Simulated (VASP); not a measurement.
Here is a VASP 6.6.1 calculation.

Contents of POSCAR:

```
As
1.0
    2.7036817444      0.0000000000      0.0000000000
    0.0000000000      2.7036817444      0.0000000000
    0.0000000000      0.0000000000      2.7036817444
As
1
Direct
    0.5000000000      0.5000000000      0.5000000000
```

File INCAR.step1:

```
SYSTEM = As
ALGO = Normal ; EDIFF = 1E-4
ENCUT = 600 ; GGA = PE
ISMEAR = 0 ; LASPH = .TRUE.
LCHARG = .FALSE. ; LREAL = .FALSE.
LWAVE = .TRUE. ; NELM = 100
PREC = Accurate ; SIGMA = 0.1
```

INCAR.step2

```
SYSTEM = As
ALGO = Normal ; EDIFF = 1E-6
EDIFFG = -0.005 ; ENCUT = 600
IBRION = 2 ; ISIF = 3
ISMEAR = 0 ; ISTART = 1
LASPH = .TRUE. ; LCHARG = .FALSE.
LMIXTAU = .TRUE. ; LREAL = .FALSE.
LWAVE = .FALSE. ; METAGGA = R2SCAN
NELM = 100 ; NSW = 100
PREC = Accurate ; SIGMA = 0.1
```

Contents of KPOINTS:

```
k-points
0
G
  16 16 16
  0 0 0
```

Potentials or basis: VASP PAW PBE potentials, release 64 (As).

Launch:

```sh
$ cat potpaw_PBE.64/As/POTCAR > POTCAR
$ cp INCAR.step1 INCAR
$ mpirun -np 1 vasp_std > vasp.out
$ cp INCAR.step2 INCAR
$ mpirun -np 1 vasp_std > vasp.out
```

(1) What does it give for the space group after relaxing (to 0.05 Å)?

(2) Estimate the relaxed volume.

(3) Predict the relaxed cell.

Results:

(1) Pm-3m (No. 221).

(2) 19.78 Å³/atom.

(3) a = 2.704 Å, b = 2.704 Å, c = 2.704 Å, α = 90.00°, β = 90.00°, γ = 90.00°.

Caveat: the PAW data sets were made with another functional, which shifts forces and pressure a little.
